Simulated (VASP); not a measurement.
Output of a VASP run:

File OSZICAR:
```
       N       E                     dE             d eps       ncg     rms           ort
DAV:   1     0.170001500039E+03    0.17000E+03   -0.11609E+04   272   0.122E+03
DAV:   2    -0.653814919851E+01   -0.17654E+03   -0.17414E+03   272   0.335E+02
DAV:   3    -0.184331928859E+02   -0.11895E+02   -0.11337E+02   272   0.742E+01
DAV:   4    -0.186207011426E+02   -0.18751E+00   -0.18727E+00   272   0.919E+00
DAV:   5    -0.186221629142E+02   -0.14618E-02   -0.14612E-02   272   0.884E-01
SDA:   6    -0.495612283515E+01    0.13666E+02   -0.14612E-02   272   0.893E+02   0.000E+00
CGA:   7    -0.151695617345E+02   -0.10213E+02   -0.74238E+01   272   0.850E+01   0.151E+02
CGA:   8    -0.163168842147E+02   -0.11473E+01   -0.89635E+00   272   0.311E+01  -0.888E-01
CGA:   9    -0.166465745508E+02   -0.32969E+00   -0.33062E+00   272   0.123E+01   0.109E-01
CGA:  10    -0.167607365381E+02   -0.11416E+00   -0.11355E+00   272   0.537E+00   0.347E-02
CGA:  11    -0.168265746242E+02   -0.65838E-01   -0.65877E-01   272   0.314E+00  -0.851E-03
CGA:  12    -0.168607249924E+02   -0.34150E-01   -0.33623E-01   272   0.132E+00  -0.204E-02
CGA:  13    -0.168772848470E+02   -0.16560E-01   -0.16701E-01   272   0.686E-01   0.155E-02
CGA:  14    -0.168852922391E+02   -0.80074E-02   -0.79952E-02   272   0.263E-01  -0.265E-04
CGA:  15    -0.168892720641E+02   -0.39798E-02   -0.39797E-02   272   0.174E-01   0.365E-04
CGA:  16    -0.168917474612E+02   -0.24754E-02   -0.24753E-02   272   0.735E-02   0.192E-05
CGA:  17    -0.168928567190E+02   -0.11093E-02   -0.11095E-02   272   0.436E-02  -0.341E-04
CGA:  18    -0.168934781850E+02   -0.62147E-03   -0.62146E-03   272   0.156E-02  -0.493E-05
CGA:  19    -0.168937224523E+02   -0.24427E-03   -0.24426E-03   272   0.972E-03  -0.263E-06
CGA:  20    -0.168938748048E+02   -0.15235E-03   -0.15232E-03   272   0.299E-03   0.544E-05
CGA:  21    -0.168939178663E+02   -0.43062E-04   -0.43081E-04   272   0.157E-03   0.424E-05
CGA:  22    -0.168939454333E+02   -0.27567E-04   -0.27523E-04   272   0.511E-04   0.180E-05
CGA:  23    -0.168939532530E+02   -0.78198E-05   -0.78202E-05   272   0.281E-04  -0.108E-05
CGA:  24    -0.168939588167E+02   -0.55637E-05   -0.56143E-05   272   0.110E-04  -0.957E-06
CGA:  25    -0.168939606726E+02   -0.18559E-05   -0.18668E-05   272   0.729E-05  -0.555E-06
CGA:  26    -0.168939621549E+02   -0.14823E-05   -0.15818E-05   272   0.257E-05  -0.141E-05
CGA:  27    -0.168939626120E+02   -0.45705E-06   -0.46377E-06   272   0.213E-05  -0.109E-06
   1 F= -.16893963E+02 E0= -.16892961E+02  d E =-.200346E-02  mag=     1.7392
```

### OUTCAR
```
------------------------ aborting loop because EDIFF is reached ----------------------------------------
  FORCE on cell =-STRESS in cart. coord.  units (eV):
  Direction    XX          YY          ZZ          XY          YZ          ZX
  --------------------------------------------------------------------------------------
  Total        3.8989029      3.8989029      3.8989029      0.0000000     -0.0000000     -0.0000000
  in kB      117.2505651    117.2505651    117.2505651      0.0000000     -0.0000000     -0.0000000
  external PRESSURE =     117.2505651 kB  Pullay stress =       0.0000000 kB
  volume of cell :       53.28
      direct lattice vectors                 reciprocal lattice vectors
     0.000000000  2.986547000  2.986547000    -0.167417422  0.167417422  0.167417422
     2.986547000  0.000000000  2.986547000     0.167417422 -0.167417422  0.167417422
     2.986547000  2.986547000  0.000000000     0.167417422  0.167417422 -0.167417422
 POSITION                                       TOTAL-FORCE (eV/Angst)
 -----------------------------------------------------------------------------------
      0.00000      0.00000      0.00000         0.000000      0.000000     -0.000000
      1.49327      1.49327      1.49327        -0.000000     -0.000000     -0.000000
      4.47982      4.47982      4.47982         0.000000      0.000000      0.000000
 -----------------------------------------------------------------------------------
    total drift:                               -0.000000     -0.000000      0.000000
  FREE ENERGIE OF THE ION-ELECTRON SYSTEM (eV)
  ---------------------------------------------------
  free  energy   TOTEN  =       -16.8939626120 eV

  energy  without entropy=      -16.8919591526  energy(sigma->0) =      -16.89296088

 total charge

# of ion       s       p       d       tot
------------------------------------------
    1        2.214   6.178   3.130  11.522
    2        1.487   2.324   0.068   3.879
    3        1.487   2.324   0.068   3.879
--------------------------------------------------
tot          5.189  10.825   3.266  19.280

 magnetization (x)

# of ion       s       p       d       tot
------------------------------------------
    1        0.031   0.024   1.655   1.711
    2       -0.008  -0.109   0.015  -0.102
    3       -0.008  -0.109   0.015  -0.102
--------------------------------------------------
tot          0.016  -0.193   1.684   1.507
```
(Selected blocks of OUTCAR.)

### POSCAR
```
VSe2
1
    0.0000000000     2.9865470000     2.9865470000
    2.9865470000     0.0000000000     2.9865470000
    2.9865470000     2.9865470000     0.0000000000
V Se
1 2
Direct
  0.0000000000   0.0000000000   0.0000000000
  0.2500000000   0.2500000000   0.2500000000
  0.7500000000   0.7500000000   0.7500000000
```

**Question.** Write an INCAR and KPOINTS that could have produced this output.

**Answer.** One answer among several that fit: the input of the run itself, PBE GGA, plane waves, VASP's PBE PAW potentials (set 64).

### KPOINTS
```
Automatic mesh
0
Gamma
6 6 6
0 0 0
```

### INCAR
```
# general
SYSTEM   =  VSe2
PREC     =  Accurate
ENCUT    =  400
LREAL    =  .FALSE.   # projection in real space or not
LASPH    =  .TRUE.   # aspherical one-centre terms

# electronic loop
EDIFF    =  1E-6   # SCF stop (eV)
NELM     =  100   # most electronic steps
ALGO     =  Conjugate
LMAXMIX  =  4   # l cut-off of mixed one-centre charges

# smearing
ISMEAR   =  0
SIGMA    =  0.05   # width (eV)

# functional
GGA      =  PE

# spin
ISPIN    =  2
MAGMOM   =  2.0 0.0 0.0

# ions
ISIF     =  2

# output
LWAVE    =  .FALSE.
LCHARG   =  .FALSE.
LORBIT   =  10
```

POTCAR, in this order: V_sv Se (PBE.64 set). Program: vasp_std.

The moments were started parallel, and other spin orders were not tried in this run.

The structure was generated: VSe2 was put into the fluorite type (Fm-3m), which need not be its known phase. The cell was not relaxed at this level. The run is one of a series of settings (ALGO = Conjugate against the base run), some of them coarse on purpose.
